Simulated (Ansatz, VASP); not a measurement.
**Y in two plane-wave programs**

One calculation is typed for both programs; each brings its own data sets. How far apart do they land? The cell is taken from a series of runs on this material, whose earlier steps may have relaxed, scaled, displaced or heated it; both programs get it as it stands.

Main program and level: Ansatz 0.2.0; plane waves, with VASP 6.6.1 beside it; zone-centre phonons at PBEsol.

## 1. The structure

Symmetry: P6_3/mmc, No. 194, hexagonal system. Conventional cell: a = 3.742 Å, b = 3.742 Å, c = 5.469 Å, α = 90.00°, β = 90.00°, γ = 120.00°. Nearest to Y lie 12 Y at 3.48 to 3.74 Å.

## 2. VASP: zone-centre phonons, PBEsol

Second derivatives magnify differences that forces hide, and they need a tight electronic threshold.

Lines of VASP's logs that name or quote its potential files are left out, and so is its time.

INCAR

```
SYSTEM = Y
PREC = Accurate
ENCUT = 500
EDIFF = 1E-08
NELM = 120
ISMEAR = 1
SIGMA = 0.2
LREAL = .FALSE.
ALGO = Normal
GGA = PS
NBANDS = 17
LASPH = .TRUE.
LORBIT = 11
LWAVE = .FALSE.
LCHARG = .FALSE.
ISIF = 2
IBRION = 8
GGA_COMPAT = .FALSE.
KPAR = 2
```

POSCAR

```
Y
1.0
    3.7424409164      0.0000000000      0.0000000000
   -1.8712204582      3.2410489058      0.0000000000
    0.0000000000      0.0000000000      5.4685387585
Y
2
Direct
    0.3333333333      0.6666666667      0.2500000000
    0.6666666667      0.3333333333      0.7500000000
```

KPOINTS

```
Automatic mesh
0
Gamma
15 15 8
0 0 0
```

PAW data sets: Y_sv (PBE family, release 64).

Started as:

```sh
> mpirun -np 2 vasp_std
```

Numbers of over 12 decimals in the logs are rounded to 6 here.

The log of the run:

```text
[banner, memory and clock lines left out]
running    2 mpi-ranks, on    1 nodes
 distrk:  each k-point on    1 cores,    2 groups
 distr:  one band on    1 cores,    1 groups

 POSCAR found type information on POSCAR Y
 POSCAR found :  1 types and       2 ions
|                                                                             |
|               ----> ADVICE to this user running VASP <----                  |
|                                                                             |
|     You enforced a specific xc type in the INCAR file but a different       |
|     [... a line on the potential file left out ...]
|     I HOPE YOU KNOW WHAT YOU ARE DOING!                                     |
|                                                                             |

 LDA part: xc-table for (Slater+PW92), standard interpolation
 POSCAR, INCAR and KPOINTS ok, starting setup
 FFT: planning ... GRIDC
 FFT: planning ... GRID_SOFT
 FFT: planning ... GRID
 WAVECAR not read
 entering main loop
       N       E                     dE             d eps       ncg     rms          rms(c)
DAV:   1     0.836846659894E+02    0.83685E+02   -0.11276E+04  4606   0.119E+03
DAV:   2    -0.686264153628E+01   -0.90547E+02   -0.89147E+02  5793   0.260E+02
DAV:   3    -0.138905682994E+02   -0.70279E+01   -0.69815E+01  8214   0.435E+01
DAV:   4    -0.140657856670E+02   -0.17522E+00   -0.17510E+00  5561   0.719E+00
DAV:   5    -0.140699667479E+02   -0.41811E-02   -0.41804E-02  6878   0.854E-01    0.327E+01
DAV:   6    -0.136723104391E+02    0.39766E+00   -0.49226E-01  5096   0.434E+00    0.203E+01
DAV:   7    -0.135961879918E+02    0.76122E-01   -0.93850E-01  6105   0.551E+00    0.185E+00
DAV:   8    -0.135831305592E+02    0.13057E-01   -0.17044E-01  5625   0.248E+00    0.108E+00
DAV:   9    -0.135823149007E+02    0.81566E-03   -0.50773E-03  6649   0.451E-01    0.385E-01
DAV:  10    -0.135824112322E+02   -0.96331E-04   -0.16098E-03  5211   0.373E-01    0.262E-01
DAV:  11    -0.135823726924E+02    0.38540E-04   -0.90572E-05  6990   0.820E-02    0.453E-02
DAV:  12    -0.135823668575E+02    0.58348E-05   -0.22725E-05  5336   0.425E-02    0.164E-02
DAV:  13    -0.135823684655E+02   -0.16079E-05   -0.40987E-06  5709   0.170E-02    0.333E-03
DAV:  14    -0.135823686083E+02   -0.14283E-06   -0.15161E-07  6186   0.308E-03    0.331E-04
DAV:  15    -0.135823685916E+02    0.16646E-07   -0.68521E-09  3819   0.465E-04    0.263E-04
DAV:  16    -0.135823685814E+02    0.10275E-07   -0.14806E-09  3061   0.243E-04    0.752E-05
DAV:  17    -0.135823685798E+02    0.15357E-08   -0.60117E-10  2942   0.129E-04
   1 F= -.13582369E+02 E0= -.13582135E+02  d E =-.700408E-03
 Linear response reoptimize wavefunctions to high precision
DAV:   1    -0.135823685765E+02    0.33456E-08   -0.27627E-10  3060   0.103E-04
DAV:   2    -0.135823685765E+02   -0.22283E-10   -0.11186E-10  2865   0.543E-05
 Linear response DOF=           2
 Linear response progress:
  Degree of freedom:   1/  2
       N       E                     dE             d eps       ncg     rms          rms(c)
RMM:   1    -0.275584942733E+00   -0.27558E+00    0.41045E+00 22460   0.109E+01
RMM:   2    -0.263792524780E+00    0.11792E-01   -0.19551E-01 33237   0.203E+00    0.158E-01
RMM:   3    -0.265386515281E+00   -0.15940E-02   -0.15729E-02 38486   0.612E-01    0.717E-02
RMM:   4    -0.265772539668E+00   -0.38602E-03   -0.26623E-03 45852   0.222E-01    0.317E-02
RMM:   5    -0.265844101350E+00   -0.71562E-04   -0.50989E-04 47234   0.943E-02    0.180E-02
RMM:   6    -0.265770310192E+00    0.73791E-04   -0.12576E-04 48775   0.397E-02    0.714E-03
RMM:   7    -0.265716883479E+00    0.53427E-04   -0.11624E-04 48383   0.195E-02    0.167E-03
RMM:   8    -0.265702104318E+00    0.14779E-04   -0.12066E-04 49167   0.110E-02    0.143E-03
RMM:   9    -0.265694550122E+00    0.75542E-05   -0.94628E-05 49283   0.719E-03    0.111E-03
RMM:  10    -0.265692515281E+00    0.20348E-05   -0.74000E-05 49131   0.504E-03    0.738E-04
RMM:  11    -0.265693269738E+00   -0.75446E-06   -0.52972E-05 47628   0.397E-03    0.322E-04
RMM:  12    -0.265695568754E+00   -0.22990E-05   -0.37656E-05 48216   0.316E-03    0.614E-04
RMM:  13    -0.265695957127E+00   -0.38837E-06   -0.26812E-05 50135   0.254E-03    0.854E-04
RMM:  14    -0.265695896419E+00    0.60709E-07   -0.19773E-05 49006   0.214E-03    0.870E-04
RMM:  15    -0.265696032225E+00   -0.13581E-06   -0.15003E-05 47667   0.185E-03    0.843E-04
RMM:  16    -0.265695648298E+00    0.38393E-06   -0.11613E-05 46793   0.165E-03    0.625E-04
RMM:  17    -0.265695684417E+00   -0.36119E-07   -0.93026E-06 48238   0.144E-03    0.687E-04
RMM:  18    -0.265695737889E+00   -0.53472E-07   -0.74368E-06 48968   0.129E-03    0.728E-04
 first order change of Fermi-energy   0.10122E-04
 force on displaced ion       1 direction 1 :  -1.491   0.000   0.000
 Linear response progress:
  Degree of freedom:   2/  2
       N       E                     dE             d eps       ncg     rms          rms(c)
RMM:   1    -0.305452022185E+00   -0.30545E+00    0.42293E+00  7641   0.108E+01
RMM:   2    -0.296381150873E+00    0.90709E-02   -0.20372E-01 11424   0.200E+00    0.280E-01
RMM:   3    -0.298810139188E+00   -0.24290E-02   -0.14881E-02 12876   0.578E-01    0.167E-01
RMM:   4    -0.299386268186E+00   -0.57613E-03   -0.20962E-03 14507   0.222E-01    0.396E-02
RMM:   5    -0.299297814351E+00    0.88454E-04   -0.44445E-04 15350   0.962E-02    0.149E-02
RMM:   6    -0.299169322772E+00    0.12849E-03   -0.95055E-05 16150   0.411E-02    0.857E-03
RMM:   7    -0.299035313841E+00    0.13401E-03   -0.31696E-05 15940   0.170E-02    0.491E-03
RMM:   8    -0.299026103298E+00    0.92105E-05   -0.31741E-05 15855   0.885E-03    0.125E-03
RMM:   9    -0.299016093021E+00    0.10010E-04   -0.22418E-05 16490   0.515E-03    0.554E-04
RMM:  10    -0.299009822519E+00    0.62705E-05   -0.24783E-05 16195   0.325E-03    0.315E-04
RMM:  11    -0.299012718187E+00   -0.28957E-05   -0.15983E-05 16343   0.226E-03    0.164E-04
RMM:  12    -0.299013082343E+00   -0.36416E-06   -0.12699E-05 16564   0.167E-03    0.362E-04
RMM:  13    -0.299013245175E+00   -0.16283E-06   -0.86933E-06 16100   0.132E-03    0.330E-04
RMM:  14    -0.299013249280E+00   -0.41052E-08   -0.62788E-06 16356   0.109E-03    0.323E-04
RMM:  15    -0.299013191569E+00    0.57712E-07   -0.41896E-06 15948   0.936E-04    0.305E-04
 first order change of Fermi-energy   0.10140E-03
 force on displaced ion       1 direction 3 :   0.000   0.000  -4.505
 Linear response finished
```

Parts of OUTCAR (step 2):

```text
ion  position               nearest neighbor table
   1  0.333  0.667  0.250-   2 3.48   2 3.48   2 3.48   2 3.48   2 3.48   2 3.48
   2  0.667  0.333  0.750-   1 3.48   1 3.48   1 3.48   1 3.48   1 3.48   1 3.48

  LATTYP: Found a hexagonal cell.
 ALAT       =     3.7424409164
 C/A-ratio  =     1.4612224697

 Subroutine GETGRP returns: Found 24 space group operations
 (whereof 12 operations were pure point group operations)

The static configuration has the point symmetry D_3d.
 The point group associated with its full space group is D_6h.

 Found    135 irreducible k-points:

   k-points           NKPTS =    135   k-points in BZ     NKDIM =    135   number of bands    NBANDS=     17

   dimension x,y,z NGX =    28 NGY =   28 NGZ =   40
   dimension x,y,z NGXF=    56 NGYF=   56 NGZF=   80

   ENCUT  =  500.0 eV  36.75 Ry    6.06 a.u.   6.82  6.82  9.97*2*pi/ulx,y,z

   NELECT =      22.0000    total number of electrons

 k-points in reciprocal lattice and weights: Automatic mesh
   0.00000000  0.00000000  0.00000000       0.001
   0.06666667  0.00000000  0.00000000       0.003
   0.13333333  0.00000000  0.00000000       0.003
   0.20000000 -0.00000000  0.00000000       0.003
   0.26666667  0.00000000  0.00000000       0.003
   0.33333333 -0.00000000  0.00000000       0.003
   0.40000000 -0.00000000  0.00000000       0.003
   0.46666667 -0.00000000  0.00000000       0.003
   0.06666667  0.06666667  0.00000000       0.003
[...]
0.33333333  0.26666667  0.50000000       0.007
   0.33333333  0.33333333  0.50000000       0.001

 average (electrostatic) potential at core
       1 -37.6676       2 -37.6676

  Total       -1.4402964     -1.4402964     -0.0426827     -0.0000000      0.0000000      0.0000000
  in kB      -34.7896942    -34.7896942     -1.0309812     -0.0000000      0.0000000      0.0000000
  external PRESSURE =     -23.5367899 kB  Pullay stress =       0.0000000 kB

  energy-cutoff  :      500.00
  volume of cell :       66.33
      direct lattice vectors                 reciprocal lattice vectors
     3.742440916  0.000000000  0.000000000     0.267205287  0.154271045  0.000000000
    -1.871220458  3.241048906  0.000000000     0.000000000  0.308542089  0.000000000
     0.000000000  0.000000000  5.468538759     0.000000000  0.000000000  0.182864206

 POSITION                                       TOTAL-FORCE (eV/Angst)
 -----------------------------------------------------------------------------------
     -0.00000      2.16070      1.36713         0.000000      0.000000      0.000000
      1.87122      1.08035      4.10140        -0.000000     -0.000000      0.000000
 -----------------------------------------------------------------------------------
    total drift:                               -0.000000      0.000000     -0.000000

 Eigenvectors and eigenvalues of the dynamical matrix
 ----------------------------------------------------

   1 f  =    4.976963 THz    31.271183 2PiTHz  166.013626 cm-1    20.583057 meV
             X         Y         Z           dx          dy          dz
     -0.000000  2.160699  1.367135     0.000000    0.000000    0.707107
      1.871220  1.080350  4.101404    -0.000000    0.000000   -0.707107

   2 f  =    2.862670 THz    17.986686 2PiTHz   95.488391 cm-1    11.839046 meV
             X         Y         Z           dx          dy          dz
     -0.000000  2.160699  1.367135    -0.000000    0.707107    0.000000
      1.871220  1.080350  4.101404     0.000000   -0.707107    0.000000

   3 f  =    2.862670 THz    17.986686 2PiTHz   95.488391 cm-1    11.839046 meV
             X         Y         Z           dx          dy          dz
     -0.000000  2.160699  1.367135     0.707107   -0.000000    0.000000
      1.871220  1.080350  4.101404    -0.707107   -0.000000    0.000000

   4 f  =    0.000000 THz     0.000000 2PiTHz    0.000001 cm-1     0.000000 meV
             X         Y         Z           dx          dy          dz
     -0.000000  2.160699  1.367135    -0.526124   -0.379358   -0.281570
      1.871220  1.080350  4.101404    -0.526124   -0.379358   -0.281570

   5 f  =    0.000000 THz     0.000000 2PiTHz    0.000001 cm-1     0.000000 meV
             X         Y         Z           dx          dy          dz
     -0.000000  2.160699  1.367135    -0.469635    0.374160    0.373426
      1.871220  1.080350  4.101404    -0.469635    0.374160    0.373426

   6 f/i=    0.000000 THz     0.000000 2PiTHz    0.000002 cm-1     0.000000 meV
             X         Y         Z           dx          dy          dz
     -0.000000  2.160699  1.367135     0.051350   -0.464857    0.530350
      1.871220  1.080350  4.101404     0.051350   -0.464857    0.530350

 ELASTIC MODULI CONTR FROM IONIC RELAXATION (kBar)
 Direction    XX          YY          ZZ          XY          YZ          ZX
 --------------------------------------------------------------------------------
 XX         -52.6908     52.6908      0.0000      0.0000      0.0000      0.0000
 YY          52.6908    -52.6908     -0.0000     -0.0000     -0.0000      0.0000
 ZZ           0.0000     -0.0000     -0.0000     -0.0000     -0.0000      0.0000
 XY           0.0000     -0.0000     -0.0000    -52.6908      0.0000      0.0000
 YZ           0.0000     -0.0000     -0.0000      0.0000     -0.0000      0.0000
 ZX           0.0000      0.0000      0.0000      0.0000      0.0000      0.0000
 --------------------------------------------------------------------------------
```

(Continued in part 2 of 2.)

[Lines on the potential files, build, host, timing and source positions are cut from VASP's logs without a mark.]

[Logs are printed without paths, hosts, clocks, repeated set-up lines and the standing remarks that a program may print on its own settings, such as how far it seeks lower states.]

[Hosts, paths, dates, database ids (printed as entryN), source tags and the programs' standing remarks are cut or masked in the printed files.]
